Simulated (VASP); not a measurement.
Level of theory: r2SCAN meta-GGA, VASP's PBE PAW potentials (set 64) (plane waves; VASP).

A VASP calculation is set up with these files.

### POSCAR
```
TiC
1.0
  2.8361940000   0.0000000000   0.0000000000
  0.0000000000   2.8361940000   0.0000000000
  0.0000000000   0.0000000000   2.8361940000
Ti C
1 1
Cartesian
  0.0000000000   0.0000000000   0.0000000000
  1.4180970000   1.4180970000   1.4180970000
```

### INCAR
```
METAGGA  =  R2SCAN
LWAVE  =  .FALSE.
LREAL  =  .FALSE.
EDIFF  =  1E-6   ! SCF stop (eV)
ENCUT  =  520   ! plane-wave cut-off (eV)
LCHARG  =  .FALSE.
LASPH  =  .TRUE.
ALGO  =  Normal   ! blocked Davidson
EDIFFG  =  -0.01   ! ionic stop
ISIF  =  3   ! ions, shape and volume
IBRION  =  2   ! conjugate gradients
PREC  =  Accurate
SYSTEM  =  TiC
SIGMA  =  0.05
LMIXTAU  =  .TRUE.
ISMEAR  =  0   ! Gaussian
LMAXMIX  =  4   ! l cut-off of mixed one-centre charges
NSW  =  60   ! most ionic steps
NELM  =  100   ! most electronic steps
```

File KPOINTS:
```
Automatic mesh
0
Gamma
8 8 8
0 0 0
```

POTCAR, in this order: Ti_sv C (PBE.64 set). Program: vasp_std.

Output of the run:

OUTCAR:
```
 ion  position               nearest neighbor table
   1  0.000  0.000  0.000-   2 2.46   2 2.46   2 2.46   2 2.46   2 2.46   2 2.46   2 2.46   2 2.46
  LATTYP: Found a simple cubic cell.
 ALAT       =     2.8361940000
 Subroutine PRICEL returns:
 Original cell was already a primitive cell.
 Subroutine GETGRP returns: Found 48 space group operations
The static configuration has the point symmetry O_h .
The dynamic configuration has the point symmetry O_h .
 Subroutine INISYM returns: Found 48 space group operations
 Subroutine IBZKPT returns following result:
 Found     35 irreducible k-points:

 Following reciprocal coordinates:
            Coordinates               Weight
  0.000000  0.000000  0.000000      1.000000
  0.125000  0.000000  0.000000      6.000000
  0.250000  0.000000  0.000000      6.000000
  0.375000  0.000000  0.000000      6.000000
  0.500000  0.000000  0.000000      3.000000
  0.125000  0.125000  0.000000     12.000000
  0.250000  0.125000  0.000000     24.000000
  0.375000  0.125000  0.000000     24.000000
  0.500000  0.125000  0.000000     12.000000
  0.250000  0.250000  0.000000     12.000000
...
```

File OSZICAR:
```
       N       E                     dE             d eps       ncg     rms          rms(c)
DAV:   1     0.113627955270E+03    0.11363E+03   -0.86793E+03   840   0.157E+03
DAV:   2    -0.207167959699E+02   -0.13434E+03   -0.12962E+03   876   0.386E+02
DAV:   3    -0.309336239896E+02   -0.10217E+02   -0.93671E+01  1144   0.990E+01
DAV:   4    -0.313784449453E+02   -0.44482E+00   -0.44339E+00  1152   0.192E+01
DAV:   5    -0.313953562815E+02   -0.16911E-01   -0.16908E-01  1132   0.325E+00    0.154E+01
DAV:   6    -0.242529472900E+02    0.71424E+01   -0.45368E+01  1184   0.823E+01    0.122E+01
DAV:   7    -0.221795159127E+02    0.20734E+01   -0.13271E+01  1140   0.391E+01    0.406E+00
DAV:   8    -0.220725680944E+02    0.10695E+00   -0.47797E-01   984   0.582E+00    0.297E+00
DAV:   9    -0.220950340600E+02   -0.22466E-01   -0.11165E+00  1080   0.104E+01    0.245E+00
DAV:  10    -0.220336976268E+02    0.61336E-01   -0.43917E-01  1048   0.571E+00    0.607E-01
DAV:  11    -0.220308171271E+02    0.28805E-02   -0.55076E-02  1064   0.173E+00    0.354E-01
DAV:  12    -0.220293329168E+02    0.14842E-02   -0.65790E-03   964   0.817E-01    0.117E-01
DAV:  13    -0.220295568256E+02   -0.22391E-03   -0.17664E-03   864   0.613E-01    0.500E-02
DAV:  14    -0.220295770299E+02   -0.20204E-04   -0.25465E-04   968   0.196E-01    0.465E-02
DAV:  15    -0.220296058309E+02   -0.28801E-04   -0.52869E-05  1040   0.828E-02    0.229E-02
DAV:  16    -0.220295839275E+02    0.21903E-04   -0.41313E-05  1140   0.609E-02    0.121E-02
DAV:  17    -0.220295878676E+02   -0.39401E-05   -0.75753E-06   924   0.347E-02    0.600E-03
DAV:  18    -0.220295877780E+02    0.89623E-07   -0.34519E-07   440   0.581E-03
   1 F= -.22029588E+02 E0= -.22026708E+02  d E =-.220296E+02
       N       E                     dE             d eps       ncg     rms          rms(c)
DAV:   1    -0.327963101124E+02   -0.10767E+02   -0.25877E+02   868   0.236E+02    0.287E+01
DAV:   2    -0.232576705808E+02    0.95386E+01   -0.32207E+01  1020   0.106E+02    0.935E+00
DAV:   3    -0.221535471468E+02    0.11041E+01   -0.47805E+00  1048   0.245E+01    0.549E+00
DAV:   4    -0.219065541102E+02    0.24699E+00   -0.36457E+00   960   0.243E+01    0.304E+00
DAV:   5    -0.219485966825E+02   -0.42043E-01   -0.29604E-01   956   0.737E+00    0.789E-01
DAV:   6    -0.220467752198E+02   -0.98179E-01   -0.22249E-01  1236   0.285E+00    0.566E-01
DAV:   7    -0.220501515897E+02   -0.33764E-02   -0.66220E-03   928   0.886E-01    0.622E-01
DAV:   8    -0.220542570396E+02   -0.41054E-02   -0.19923E-03  1224   0.354E-01    0.508E-01
DAV:   9    -0.220568790505E+02   -0.26220E-02   -0.12448E-02   912   0.123E+00    0.182E-01
DAV:  10    -0.220568001662E+02    0.78884E-04   -0.13915E-03   932   0.437E-01    0.110E-01
DAV:  11    -0.220568300630E+02   -0.29897E-04   -0.13690E-04  1060   0.106E-01    0.993E-02
DAV:  12    -0.220569189775E+02   -0.88914E-04   -0.34447E-04   964   0.224E-01    0.891E-02
DAV:  13    -0.220569271751E+02   -0.81976E-05   -0.11735E-04   856   0.133E-01    0.129E-02
DAV:  14    -0.220569293464E+02   -0.21713E-05   -0.85965E-06  1024   0.293E-02    0.587E-03
DAV:  15    -0.220569320230E+02   -0.26766E-05   -0.27574E-06   812   0.148E-02    0.394E-03
DAV:  16    -0.220569335324E+02   -0.15094E-05   -0.17862E-06   716   0.147E-02    0.198E-03
DAV:  17    -0.220569334257E+02    0.10662E-06   -0.38930E-07   424   0.675E-03
   2 F= -.22056933E+02 E0= -.22055887E+02  d E =-.273456E-01
       N       E                     dE             d eps       ncg     rms          rms(c)
DAV:   1    -0.252847797420E+02   -0.32278E+01   -0.63296E+01   924   0.139E+02    0.173E+01
DAV:   2    -0.241376111034E+02    0.11472E+01   -0.27901E+01  1036   0.721E+01    0.907E+00
DAV:   3    -0.221945946893E+02    0.19430E+01   -0.55133E+00  1092   0.250E+01    0.185E+00
DAV:   4    -0.222173723313E+02   -0.22778E-01   -0.43795E-01   964   0.612E+00    0.472E-01
DAV:   5    -0.222473013661E+02   -0.29929E-01   -0.43467E-02  1004   0.241E+00    0.574E-01
DAV:   6    -0.222661263494E+02   -0.18825E-01   -0.35315E-02  1204   0.123E+00    0.576E-01
DAV:   7    -0.222773709904E+02   -0.11245E-01   -0.13843E-02  1204   0.109E+00    0.321E-01
DAV:   8    -0.222831251793E+02   -0.57542E-02   -0.38112E-03   960   0.741E-01    0.192E-01
DAV:   9    -0.222847715752E+02   -0.16464E-02   -0.36302E-03  1156   0.663E-01    0.552E-02
DAV:  10    -0.222847839021E+02   -0.12327E-04   -0.85605E-05   920   0.117E-01    0.425E-02
DAV:  11    -0.222847342741E+02    0.49628E-04   -0.10499E-04   988   0.111E-01    0.303E-02
DAV:  12    -0.222847713329E+02   -0.37059E-04   -0.76343E-05  1176   0.655E-02    0.125E-02
DAV:  13    -0.222847705886E+02    0.74423E-06   -0.31992E-06   756   0.213E-02
   3 F= -.22284771E+02 E0= -.22282854E+02  d E =-.255183E+00
       N       E                     dE             d eps       ncg     rms          rms(c)
DAV:   1    -0.222863055386E+02   -0.15342E-02   -0.31500E-02   876   0.291E+00    0.360E-01
DAV:   2    -0.222852945855E+02    0.10110E-02   -0.90779E-03  1028   0.138E+00    0.150E-01
DAV:   3    -0.222848418397E+02    0.45275E-03   -0.17505E-03  1032   0.431E-01    0.525E-02
DAV:   4    -0.222848307046E+02    0.11135E-04   -0.32954E-04   880   0.199E-01    0.214E-02
DAV:   5    -0.222848443109E+02   -0.13606E-04   -0.13253E-05   976   0.430E-02    0.130E-02
DAV:   6    -0.222848600908E+02   -0.15780E-04   -0.34078E-05  1212   0.385E-02    0.103E-02
DAV:   7    -0.222848632812E+02   -0.31904E-05   -0.27496E-06   888   0.131E-02    0.813E-03
DAV:   8    -0.222848650859E+02   -0.18048E-05   -0.94303E-07   424   0.112E-02    0.368E-03
DAV:   9    -0.222848662160E+02   -0.11301E-05   -0.10767E-06   492   0.119E-02    0.111E-03
DAV:  10    -0.222848662740E+02   -0.57964E-07   -0.12154E-07   420   0.465E-03
   4 F= -.22284866E+02 E0= -.22282979E+02  d E =-.255278E+00
```

OUTCAR:
```
------------------------ aborting loop because EDIFF is reached ----------------------------------------
  FORCE on cell =-STRESS in cart. coord.  units (eV):
  Direction    XX          YY          ZZ          XY          YZ          ZX
  --------------------------------------------------------------------------------------
  Total        0.0047666      0.0047666      0.0047666     -0.0000000      0.0000000     -0.0000000
  in kB        0.3852046      0.3852046      0.3852046     -0.0000000      0.0000000     -0.0000000
  external PRESSURE =       0.3852046 kB  Pullay stress =       0.0000000 kB
  volume of cell :       19.83
      direct lattice vectors                 reciprocal lattice vectors
     2.706500797  0.000000000  0.000000000     0.369480771  0.000000000  0.000000000
    -0.000000000  2.706500797  0.000000000    -0.000000000  0.369480771  0.000000000
    -0.000000000 -0.000000000  2.706500797     0.000000000 -0.000000000  0.369480771
 POSITION                                       TOTAL-FORCE (eV/Angst)
 -----------------------------------------------------------------------------------
      0.00000      0.00000      0.00000         0.000000     -0.000000      0.000000
      1.35325      1.35325      1.35325        -0.000000      0.000000      0.000000
 -----------------------------------------------------------------------------------
    total drift:                                0.000000      0.000000      0.000000
  FREE ENERGIE OF THE ION-ELECTRON SYSTEM (eV)
  ---------------------------------------------------
  free  energy   TOTEN  =       -22.2848662740 eV

  energy  without entropy=      -22.2810911353  energy(sigma->0) =      -22.28297870

 reached required accuracy - stopping structural energy minimisation
```
(Selected blocks of OUTCAR.)

**CONTCAR**
```
TiC
   1.00000000000000
     2.7065007969650066    0.0000000000000000    0.0000000000000000
    -0.0000000000000000    2.7065007969650066    0.0000000000000000
    -0.0000000000000000   -0.0000000000000000    2.7065007969650066
  Ti              C
     1     1
Direct
     0.0000000000000000    0.0000000000000000    0.0000000000000000
     0.5000000000000000    0.5000000000000000    0.5000000000000000
```

Energy and stress use the plane-wave basis of the starting cell.

The structure was generated: TiC was put into the CsCl type (Pm-3m), which need not be its known phase. This run relaxes it. Symmetry was kept, so distortions that lower it aren't found.
